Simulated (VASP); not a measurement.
Input:

```
CELL_PARAMETERS angstrom
      0.00000     2.34072     2.34072
      2.34072     0.00000     2.34072
      2.34072     2.34072     0.00000
ATOMIC_POSITIONS crystal
  Li 0.25000 0.25000 0.25000
  Li 0.75000 0.75000 0.75000
  O  0.00000 0.00000 0.00000
```

Method: revPBE GGA, VASP's PBE PAW potentials (set 64) (plane waves; VASP 6.6.1). Run with 520 eV cut-off, 8×8×8 Γ-centred mesh, Gaussian smearing of 0.050 eV, potentials Li_sv O.

**Question.** Predict the energy per atom (σ→0), band gap (on the k-mesh) with the smallest direct gap where there is one.

**Answer.** 
```json
{
  "band gap (on the k-mesh)": "5.00 eV",
  "smallest direct gap (on the k-mesh)": "5.06 eV",
  "energy per atom (σ→0)": "-4.558 eV/atom"
}
```

The compound is Li2O in the antifluorite structure. It was relaxed first.
